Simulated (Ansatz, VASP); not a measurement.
# H7C5SNO5 (H7C5SNO5 (P2_1/c)) in two plane-wave programs, part 2 of 2

One calculation is typed for both programs; each brings its own data sets. How far apart do they land? Of the first pair: The structure shown is the start of the Ansatz relaxation below; VASP solves that cell, so the two are compared at the walk's first step.

VASP 6.6.1 and Ansatz 0.2.0.

So far: The starting structure; Ansatz: relaxation, PBE with D3(BJ).

### 3. VASP: single point, PBE with D3(BJ), start cell, pair 1

Level of this step: PBE with D3(BJ); plane waves and PAW (H, C, S, N, O) (VASP).

The same cell, functional and mesh now go to VASP, with its own data sets.

Lines of VASP's logs that name or quote its potential files are left out, and so is its time.

INCAR reads:

```
SYSTEM = H7C5SNO5
PREC = Accurate
ENCUT = 520
EDIFF = 1E-06
NELM = 120
ISMEAR = 0
SIGMA = 0.01
LREAL = Auto
ALGO = Normal
GGA = PE
IVDW = 12
NBANDS = 378
LORBIT = 11
LWAVE = .FALSE.
LCHARG = .FALSE.
ISIF = 2
LASPH = .TRUE.
GGA_COMPAT = .FALSE.
EFERMI = MIDGAP
```

POSCAR reads:

```
H7C5SNO5
1.0
   10.5511900000     -0.0072900000     -0.0538400000
   -0.0075400000     10.7573400000     -0.0040100000
   -1.6343500000     -0.0040100000     13.4115100000
H C S N O
56 40 8 8 40
Direct
    0.9189010940      0.3982867649      0.1763985386
    0.0817173209      0.8968099495      0.0732725747
    0.0823629044      0.6022118932      0.3236063119
    0.9194717320      0.1035581970      0.4258819198
    0.1326114130      0.3488743956      0.4473201589
    0.8687918186      0.8490525535      0.3026192019
    0.8686292234      0.6512522378      0.0522296534
    0.1334342499      0.1512515758      0.1974789281
    0.3959946884      0.2693209104      0.1470826425
    0.6047475128      0.7696070309      0.1037128355
    0.6053926072      0.7308803378      0.3528629638
    0.3964083829      0.2305664140      0.3968805301
    0.7440764445      0.5354864659      0.1709880824
    0.2563057379      0.0343936031      0.0786069145
    0.2570114919      0.4649376463      0.3288594572
    0.7449299894      0.9658908641      0.4204209856
    0.5187482481      0.4523423284      0.1542513333
    0.4817341774      0.9521866744      0.0957502054
    0.4824426955      0.5478773395      0.3455891024
    0.5195266241      0.0479957513      0.4038071609
    0.6816855964      0.0815454861      0.1603569583
    0.3191926846      0.5807931619      0.0904233986
    0.3198599923      0.9187860745      0.3397533607
    0.6818617926      0.4194823170      0.4097594949
    0.9007003938      0.1806079115      0.1732182243
    0.1001090416      0.6788981601      0.0769422871
    0.1007767113      0.8200024764      0.3268769906
    0.9009724227      0.3215072947      0.4227411827
    0.9182621274      0.3975897097      0.6766973717
    0.0812198296      0.8969683539      0.5739301331
[... 116 atom lines left out ...]
    0.8960512543      0.7623562719      0.8961109113
    0.1057567275      0.2622853263      0.8532332084
    0.4665310235      0.2050044496      0.6487666264
    0.5326725537      0.7050064057      0.6011035421
    0.5337989330      0.7948624241      0.8513602967
    0.4674307856      0.2948601111      0.8984781626
```

KPOINTS reads:

```
Automatic mesh
0
Gamma
1 1 1
0 0 0
```

Potentials, in the order of the species: H, C, S, N and O (PBE family, release 64).

Run with:

```console
export OMP_NUM_THREADS=3
mpirun -np 1 vasp_gam
```

Numbers of over 12 decimals in the logs are rounded to 6 here.

Output:

```text
[banner, memory and clock lines left out]
running    1 mpi-ranks, on    1 nodes
[...]
Offloading initialized ...    1 GPUs detected
[...]
LDA part: xc-table for (Slater+PW92), standard interpolation
 POSCAR, INCAR and KPOINTS ok, starting setup
[...]
entering main loop
       N       E                     dE             d eps       ncg     rms          rms(c)
DAV:   1     0.557901773343E+04    0.55790E+04   -0.30082E+05   756   0.139E+03
DAV:   2    -0.301661862202E+03   -0.58807E+04   -0.55394E+04  1104   0.348E+02
DAV:   3    -0.100920698029E+04   -0.70755E+03   -0.69904E+03   912   0.129E+02
DAV:   4    -0.102759409987E+04   -0.18387E+02   -0.18316E+02   920   0.214E+01
[...]
DAV:  15    -0.945720624962E+03   -0.49035E-05   -0.51083E-05   912   0.154E-02    0.222E-02
DAV:  16    -0.945720625792E+03   -0.83000E-06   -0.17891E-05   840   0.843E-03    0.776E-03
DAV:  17    -0.945720625628E+03    0.16443E-06   -0.65787E-06   816   0.512E-03
   1 F= -.95773558E+03 E0= -.95773558E+03  d E =0.000000E+00
```

From OUTCAR (step 3):

```text
  FREE ENERGIE OF THE ION-ELECTRON SYSTEM (eV)
  ---------------------------------------------------
  free  energy   TOTEN  =      -957.7355796358 eV

  energy  without entropy=     -957.7355796358  energy(sigma->0) =     -957.73557964
```

The run ends at a pressure of -2.18 GPa, with forces up to 0.74 eV/Å.

### 4. Differences

Known differences besides the potentials themselves: fixed occupations in Ansatz, narrow Gaussian smearing in VASP; the cutoff is 420 eV in Ansatz and 520 eV in VASP (PREC = Accurate, projectors in real space). Total energies have different zeros and are not compared.

Forces on 10 of the 152 atoms, those with the largest forces and the largest differences (eV/Å; atoms numbered as in POSCAR):

| atom | Ansatz x, y, z | VASP x, y, z |
| --- | --- | --- |
| O113 | -0.551, -0.032, -0.172 | -0.694, -0.055, -0.239 |
| O114 | 0.551, -0.037, 0.167 | 0.699, -0.059, 0.237 |
| O116 | -0.545, 0.035, -0.173 | -0.689, 0.060, -0.244 |
| O124 | 0.228, 0.166, -0.101 | 0.360, 0.295, -0.206 |
| O133 | -0.554, -0.032, -0.168 | -0.702, -0.052, -0.238 |
| O134 | 0.547, -0.034, 0.179 | 0.691, -0.058, 0.249 |
| O135 | 0.558, 0.032, 0.167 | 0.700, 0.052, 0.234 |
| O136 | -0.548, 0.035, -0.167 | -0.693, 0.057, -0.235 |
| O143 | -0.218, 0.163, 0.100 | -0.349, 0.295, 0.206 |
| O144 | 0.223, 0.164, -0.100 | 0.354, 0.295, -0.204 |

The forces differ by 62 meV/Å r.m.s., which is 34.6 % of the r.m.s. force of 0.178 eV/Å (both taken over all components).

### 5. Ansatz: relaxation, PBE with D3(BJ)

This run makes the geometry at which the two programs are then compared.

The structure compared here is the end of the Ansatz relaxation.

input.yaml reads:

```yaml
crystal:
  lattice:
    - [10.55119, -0.00729, -0.05384]
    - [-0.00754, 10.75734, -0.00401]
    - [-1.63435, -0.00401, 13.41151]
  atoms:
    - { symbol: H, position: [0.9189, 0.39829, 0.1764] }
    - { symbol: H, position: [0.08172, 0.89681, 0.07327] }
    - { symbol: H, position: [0.08236, 0.60221, 0.32361] }
    - { symbol: H, position: [0.91947, 0.10356, 0.42588] }
    - { symbol: H, position: [0.13261, 0.34887, 0.44732] }
    - { symbol: H, position: [0.86879, 0.84905, 0.30262] }
    - { symbol: H, position: [0.86863, 0.65125, 0.05223] }
    - { symbol: H, position: [0.13343, 0.15125, 0.19748] }
    - { symbol: H, position: [0.39599, 0.26932, 0.14708] }
    - { symbol: H, position: [0.60475, 0.76961, 0.10371] }
    - { symbol: H, position: [0.60539, 0.73088, 0.35286] }
    - { symbol: H, position: [0.39641, 0.23057, 0.39688] }
    - { symbol: H, position: [0.74408, 0.53549, 0.17099] }
    - { symbol: H, position: [0.25631, 0.03439, 0.07861] }
    - { symbol: H, position: [0.25701, 0.46494, 0.32886] }
    - { symbol: H, position: [0.74493, 0.96589, 0.42042] }
    - { symbol: H, position: [0.51875, 0.45234, 0.15425] }
    - { symbol: H, position: [0.48173, 0.95219, 0.09575] }
    - { symbol: H, position: [0.48244, 0.54788, 0.34559] }
    - { symbol: H, position: [0.51953, 0.048, 0.40381] }
    - { symbol: H, position: [0.68169, 0.08155, 0.16036] }
    - { symbol: H, position: [0.31919, 0.58079, 0.09042] }
    - { symbol: H, position: [0.31986, 0.91879, 0.33975] }
    - { symbol: H, position: [0.68186, 0.41948, 0.40976] }
    - { symbol: H, position: [0.9007, 0.18061, 0.17322] }
    - { symbol: H, position: [0.10011, 0.6789, 0.07694] }
    - { symbol: H, position: [0.10078, 0.82, 0.32688] }
    - { symbol: H, position: [0.90097, 0.32151, 0.42274] }
    - { symbol: C, position: [0.72372, 0.43655, 0.16709] }
    - { symbol: C, position: [0.27681, 0.93557, 0.0828] }
    - { symbol: C, position: [0.27749, 0.56385, 0.33284] }
    - { symbol: C, position: [0.72443, 0.06472, 0.41647] }
    - { symbol: C, position: [0.60038, 0.38923, 0.1588] }
    - { symbol: C, position: [0.40021, 0.88873, 0.09132] }
    - { symbol: C, position: [0.40088, 0.61106, 0.34112] }
    - { symbol: C, position: [0.60101, 0.1115, 0.40825] }
    - { symbol: C, position: [0.58244, 0.25911, 0.15655] }
    - { symbol: C, position: [0.41829, 0.75869, 0.09395] }
    - { symbol: C, position: [0.41894, 0.74117, 0.34346] }
    - { symbol: C, position: [0.58287, 0.24153, 0.40599] }
    - { symbol: C, position: [0.69228, 0.18207, 0.16249] }
    - { symbol: C, position: [0.30851, 0.68125, 0.08809] }
    - { symbol: C, position: [0.30916, 0.8183, 0.33761] }
    - { symbol: C, position: [0.6926, 0.31903, 0.41182] }
    - { symbol: C, position: [0.81277, 0.23507, 0.17006] }
    - { symbol: C, position: [0.18794, 0.73378, 0.08022] }
    - { symbol: C, position: [0.18861, 0.76542, 0.33002] }
    - { symbol: C, position: [0.81319, 0.26658, 0.41941] }
    - { symbol: S, position: [0.15417, 0.36718, 0.11055] }
    - { symbol: S, position: [0.84681, 0.86734, 0.13983] }
    - { symbol: S, position: [0.84713, 0.6329, 0.38929] }
    - { symbol: S, position: [0.15481, 0.13286, 0.36028] }
    - { symbol: "N", position: [0.82662, 0.36016, 0.17242] }
    - { symbol: "N", position: [0.17398, 0.85881, 0.07752] }
    - { symbol: "N", position: [0.17467, 0.64034, 0.32758] }
    - { symbol: "N", position: [0.82722, 0.14153, 0.42183] }
    - { symbol: O, position: [0.29198, 0.37406, 0.15228] }
    - { symbol: O, position: [0.70877, 0.87486, 0.0989] }
    - { symbol: O, position: [0.70935, 0.62606, 0.3475] }
    - { symbol: O, position: [0.29238, 0.12576, 0.40257] }
    - { symbol: O, position: [0.14429, 0.41766, 0.99978] }
    - { symbol: O, position: [0.85838, 0.91823, 0.25059] }
    - { symbol: O, position: [0.85703, 0.58209, 0.49999] }
    - { symbol: O, position: [0.14562, 0.08217, 0.24956] }
    - { symbol: O, position: [0.07569, 0.45244, 0.16211] }
    - { symbol: O, position: [0.92547, 0.95194, 0.08769] }
    - { symbol: O, position: [0.92573, 0.5478, 0.33769] }
    - { symbol: O, position: [0.07548, 0.04797, 0.41157] }
    - { symbol: O, position: [0.10538, 0.23754, 0.10341] }
    - { symbol: O, position: [0.89442, 0.73747, 0.14678] }
    - { symbol: O, position: [0.89588, 0.76253, 0.39668] }
    - { symbol: O, position: [0.10667, 0.26256, 0.3529] }
    - { symbol: O, position: [0.46746, 0.20509, 0.14906] }
    - { symbol: O, position: [0.53333, 0.70511, 0.10163] }
    - { symbol: O, position: [0.53393, 0.79512, 0.35092] }
    - { symbol: O, position: [0.46783, 0.29507, 0.39864] }
    - { symbol: H, position: [0.91826, 0.39759, 0.6767] }
    - { symbol: H, position: [0.08122, 0.89697, 0.57393] }
    - { symbol: H, position: [0.08236, 0.6016, 0.82311] }
    - { symbol: H, position: [0.91889, 0.10281, 0.92641] }
    - { symbol: H, position: [0.13327, 0.34844, 0.94766] }
    - { symbol: H, position: [0.86722, 0.8486, 0.802] }
    - { symbol: H, position: [0.86726, 0.65127, 0.55215] }
    - { symbol: H, position: [0.13193, 0.15115, 0.69719] }
    - { symbol: H, position: [0.39512, 0.26932, 0.64655] }
    - { symbol: H, position: [0.60408, 0.76946, 0.60262] }
    - { symbol: H, position: [0.6053, 0.73064, 0.85356] }
    - { symbol: H, position: [0.39596, 0.23043, 0.89642] }
    - { symbol: H, position: [0.74372, 0.53497, 0.6711] }
    - { symbol: H, position: [0.25595, 0.03449, 0.57902] }
    - { symbol: H, position: [0.25713, 0.46448, 0.82857] }
    - { symbol: H, position: [0.74417, 0.96536, 0.92101] }
    - { symbol: H, position: [0.51821, 0.45221, 0.65412] }
    - { symbol: H, position: [0.48124, 0.9521, 0.59553] }
    - { symbol: H, position: [0.48251, 0.54761, 0.84573] }
    - { symbol: H, position: [0.51885, 0.04773, 0.90412] }
    - { symbol: H, position: [0.68054, 0.08118, 0.66028] }
    - { symbol: H, position: [0.31847, 0.58082, 0.5903] }
    - { symbol: H, position: [0.31956, 0.91839, 0.84] }
    - { symbol: H, position: [0.6817, 0.41903, 0.90953] }
    - { symbol: H, position: [0.89972, 0.17981, 0.67346] }
    - { symbol: H, position: [0.09948, 0.67913, 0.57741] }
    - { symbol: H, position: [0.10052, 0.81932, 0.82676] }
    - { symbol: H, position: [0.90067, 0.32069, 0.92282] }
    - { symbol: C, position: [0.72316, 0.43608, 0.66717] }
    - { symbol: C, position: [0.27634, 0.93565, 0.58312] }
    - { symbol: C, position: [0.27753, 0.5634, 0.83267] }
    - { symbol: C, position: [0.72376, 0.0642, 0.91687] }
    - { symbol: C, position: [0.59973, 0.38896, 0.65873] }
    - { symbol: C, position: [0.39969, 0.88871, 0.59128] }
    - { symbol: C, position: [0.40089, 0.61072, 0.84116] }
    - { symbol: C, position: [0.6004, 0.11114, 0.90851] }
    - { symbol: C, position: [0.58158, 0.25887, 0.65637] }
    - { symbol: C, position: [0.41768, 0.75866, 0.59376] }
    - { symbol: C, position: [0.41882, 0.74083, 0.84362] }
    - { symbol: C, position: [0.58243, 0.24119, 0.90601] }
    - { symbol: C, position: [0.69131, 0.18166, 0.66241] }
    - { symbol: C, position: [0.30786, 0.68129, 0.5881] }
    - { symbol: C, position: [0.30896, 0.81788, 0.83771] }
    - { symbol: C, position: [0.69227, 0.31855, 0.91178] }
    - { symbol: C, position: [0.81191, 0.23446, 0.67018] }
    - { symbol: C, position: [0.18735, 0.73391, 0.58056] }
    - { symbol: C, position: [0.18846, 0.76488, 0.82993] }
    - { symbol: C, position: [0.81279, 0.26592, 0.91954] }
    - { symbol: S, position: [0.15318, 0.36725, 0.61016] }
    - { symbol: S, position: [0.8456, 0.8672, 0.63919] }
    - { symbol: S, position: [0.84758, 0.63262, 0.88939] }
    - { symbol: S, position: [0.15376, 0.13251, 0.86001] }
    - { symbol: "N", position: [0.82594, 0.35953, 0.67259] }
    - { symbol: "N", position: [0.17347, 0.85896, 0.57797] }
    - { symbol: "N", position: [0.17463, 0.63979, 0.82732] }
    - { symbol: "N", position: [0.82666, 0.14087, 0.92219] }
    - { symbol: O, position: [0.29124, 0.37437, 0.65117] }
    - { symbol: O, position: [0.70816, 0.87426, 0.59653] }
    - { symbol: O, position: [0.7093, 0.62552, 0.84901] }
    - { symbol: O, position: [0.29176, 0.12527, 0.90107] }
    - { symbol: O, position: [0.14193, 0.41808, 0.49945] }
    - { symbol: O, position: [0.85416, 0.91766, 0.74998] }
    - { symbol: O, position: [0.85982, 0.58194, 0.0002] }
    - { symbol: O, position: [0.14251, 0.08192, 0.74919] }
    - { symbol: O, position: [0.07496, 0.45215, 0.66227] }
    - { symbol: O, position: [0.92514, 0.95227, 0.58824] }
    - { symbol: O, position: [0.92532, 0.54753, 0.83704] }
    - { symbol: O, position: [0.0752, 0.04756, 0.91192] }
    - { symbol: O, position: [0.10475, 0.2375, 0.60311] }
    - { symbol: O, position: [0.8938, 0.73752, 0.64659] }
    - { symbol: O, position: [0.89605, 0.76236, 0.89611] }
    - { symbol: O, position: [0.10576, 0.26229, 0.85323] }
    - { symbol: O, position: [0.46653, 0.205, 0.64877] }
    - { symbol: O, position: [0.53267, 0.70501, 0.6011] }
    - { symbol: O, position: [0.5338, 0.79486, 0.85136] }
    - { symbol: O, position: [0.46743, 0.29486, 0.89848] }
kpoints:
  mp_grid: { grid: [1, 1, 1] }
hamiltonian:
  xc: pbe
  dispersion: d3bj
scf:
  occupations: { method: fixed }
output:
  forces: true
  eigenvalues: true
  stress: true
relax:
  f_tol: 0.05
  max_steps: 70
```

Run with:

```console
ansatz run input.yaml --threads 4 --pin off --max-ram 8192MiB --backend cpu --events-out ev --progress --plain --runs-dir out
```

Output:

```text
[...]
Crystal: 152 atoms, lattice volume = 1521.296 Å³
Basis set: ecut = 420 eV, 29741 PW (Γ), exchange–correlation on 144×144×192 points (8 copies of the dense FFT grid, shifted against one another)
Bands: 424, of which v1, the nominal top of the filled ones, is band 272 counted from 1 (271 counted from 0)
Symmetry: 1 space group operations
[...]
k-points: 1
[...]
- { symbol: S, position: [0.844552, 0.867082, 0.638665] }
    - { symbol: S, position: [0.846186, 0.633080, 0.888806] }
    - { symbol: S, position: [0.155175, 0.132671, 0.860903] }
    - { symbol: N, position: [0.826555, 0.360671, 0.671309] }
    - { symbol: N, position: [0.173024, 0.860422, 0.578624] }
    - { symbol: N, position: [0.174063, 0.639000, 0.828497] }
    - { symbol: N, position: [0.827118, 0.139409, 0.921418] }
[...]
- { symbol: O, position: [0.469373, 0.208444, 0.647071] }
    - { symbol: O, position: [0.529931, 0.708616, 0.602385] }
    - { symbol: O, position: [0.531169, 0.791425, 0.852829] }
    - { symbol: O, position: [0.470189, 0.291237, 0.897175] }
```

### 6. VASP: single point, PBE with D3(BJ), relaxed cell, pair 2

The same cell, functional and mesh now go to VASP, with its own data sets.

INCAR: that of step 3 with these lines changed.

```diff
@@ -2,3 +2,3 @@
 PREC = Accurate
-ENCUT = 520
+ENCUT = 600
 EDIFF = 1E-06
```

POSCAR reads:

```
H7C5SNO5
1.0
   10.5511900000     -0.0072900000     -0.0538400000
   -0.0075400000     10.7573400000     -0.0040100000
   -1.6343500000     -0.0040100000     13.4115100000
H C S N O
56 40 8 8 40
Direct
    0.9188400000      0.3983600000      0.1758500000
    0.0819600000      0.8976500000      0.0736500000
    0.0823200000      0.6019500000      0.3239800000
    0.9192100000      0.1025300000      0.4259100000
    0.1336300000      0.3486600000      0.4480100000
    0.8672900000      0.8491900000      0.3018700000
    0.8674700000      0.6514500000      0.0517300000
    0.1344600000      0.1509900000      0.1981400000
    0.3991300000      0.2723300000      0.1460600000
    0.6016100000      0.7727400000      0.1040400000
    0.6020800000      0.7278200000      0.3537900000
    0.3996000000      0.2274800000      0.3962400000
    0.7468900000      0.5368100000      0.1708000000
    0.2539700000      0.0363700000      0.0786300000
    0.2542200000      0.4634500000      0.3290600000
    0.7471700000      0.9638000000      0.4208900000
    0.5230300000      0.4554300000      0.1538500000
    0.4777900000      0.9555400000      0.0959900000
    0.4781100000      0.5447500000      0.3460300000
    0.5233900000      0.0446500000      0.4038200000
    0.6814200000      0.0833900000      0.1579800000
    0.3192200000      0.5831600000      0.0919600000
    0.3198600000      0.9168300000      0.3418200000
    0.6820000000      0.4170300000      0.4081400000
    0.8990700000      0.1808200000      0.1711000000
    0.1016200000      0.6800100000      0.0785600000
    0.1021900000      0.8195200000      0.3287100000
    0.8995600000      0.3201700000      0.4212800000
    0.9182500000      0.3980700000      0.6760900000
    0.0814300000      0.8977600000      0.5740200000
[... 116 atom lines left out ...]
    0.8938200000      0.7629700000      0.8957500000
    0.1078400000      0.2625200000      0.8537700000
    0.4693700000      0.2084400000      0.6470700000
    0.5299300000      0.7086200000      0.6023900000
    0.5311700000      0.7914300000      0.8528300000
    0.4701900000      0.2912400000      0.8971800000
```

KPOINTS is that of step 3.

Run with:

```console
export OMP_NUM_THREADS=3
mpirun -np 1 vasp_gam
```

Output:

```text
[... set-up lines as in an earlier step ...]
 entering main loop
       N       E                     dE             d eps       ncg     rms          rms(c)
DAV:   1     0.581791138610E+04    0.58179E+04   -0.32780E+05   764   0.156E+03
DAV:   2    -0.281862925278E+03   -0.60998E+04   -0.57442E+04  1128   0.364E+02
DAV:   3    -0.101083523897E+04   -0.72897E+03   -0.72079E+03   896   0.133E+02
DAV:   4    -0.102972619972E+04   -0.18891E+02   -0.18814E+02   936   0.219E+01
[...]
DAV:  15    -0.946237137929E+03   -0.12368E-05   -0.54855E-05   920   0.162E-02    0.243E-02
DAV:  16    -0.946237136462E+03    0.14665E-05   -0.22852E-05   808   0.952E-03    0.911E-03
DAV:  17    -0.946237135634E+03    0.82797E-06   -0.97028E-06   888   0.662E-03
   1 F= -.95824041E+03 E0= -.95824041E+03  d E =0.000000E+00
```

From OUTCAR (step 6):

```text
  FREE ENERGIE OF THE ION-ELECTRON SYSTEM (eV)
  ---------------------------------------------------
  free  energy   TOTEN  =      -958.2404078339 eV

  energy  without entropy=     -958.2404078339  energy(sigma->0) =     -958.24040783
```

The run ends at a pressure of -0.72 GPa, with forces up to 0.25 eV/Å.

### 7. Comparison

What differs besides the data sets and the points named for the pairs above, as far as they apply: the cutoff is 420 eV in Ansatz and 600 eV in VASP (PREC = Accurate, projectors in real space). Total energies have different zeros and are not compared.

Compared:

| quantity | Ansatz | VASP | difference |
| --- | --- | --- | --- |
| pressure (GPa) | -0.25 | -0.72 | +0.47 |
| gap on the k mesh (eV) | 3.913 | 3.914 | -0.002 |

Forces on 7 of the 152 atoms, those with the largest forces and the largest differences (eV/Å; atoms numbered as in POSCAR):

| atom | Ansatz x, y, z | VASP x, y, z |
| --- | --- | --- |
| O121 | -0.002, -0.003, -0.006 | 0.149, -0.158, -0.125 |
| O122 | 0.001, -0.002, 0.006 | -0.150, -0.156, 0.126 |
| O124 | -0.001, 0.003, -0.006 | 0.151, 0.156, -0.126 |
| O141 | -0.002, -0.003, -0.006 | 0.150, -0.157, -0.128 |
| O142 | 0.001, -0.003, 0.006 | -0.149, -0.155, 0.124 |
| O143 | 0.002, 0.003, 0.006 | -0.147, 0.155, 0.128 |
| O144 | -0.001, 0.002, -0.006 | 0.148, 0.154, -0.126 |

The forces differ by 68 meV/Å r.m.s., where the r.m.s. force is 0.004 eV/Å in Ansatz and 0.069 eV/Å in VASP: the atoms lie near their places of rest in Ansatz, so a percentage would say little (all taken over all components). A gap on the mesh is an upper bound, since the band edges may lie between its points.

### 8. Outcome

- r.m.s. force difference (single point, PBE with D3(BJ), start cell, pair 1): 62 meV/Å
- r.m.s. force difference (single point, PBE with D3(BJ), relaxed cell, pair 2): 68 meV/Å

**Reading.** The r.m.s. force difference is 68 meV/Å (single point, PBE with D3(BJ), relaxed cell, pair 2), beyond the 12 meV/Å picked in this series as the mark of a large difference. What causes the difference of the single point, PBE with D3(BJ), start cell, pair 1 pair stays open here. What causes the difference of the single point, PBE with D3(BJ), relaxed cell, pair 2 pair stays open here. How closely two codes agree says nothing of how well the functional describes the real material.

[Lines on the potential files, build, host, timing and source positions are cut from VASP's logs without a mark.]

[Logs are printed without paths, hosts, clocks, repeated set-up lines and the standing remarks that a program may print on its own settings, such as how far it seeks lower states.]

[Hosts, paths, dates, database ids (printed as entryN), source tags and the programs' standing remarks are cut or masked in the printed files.]
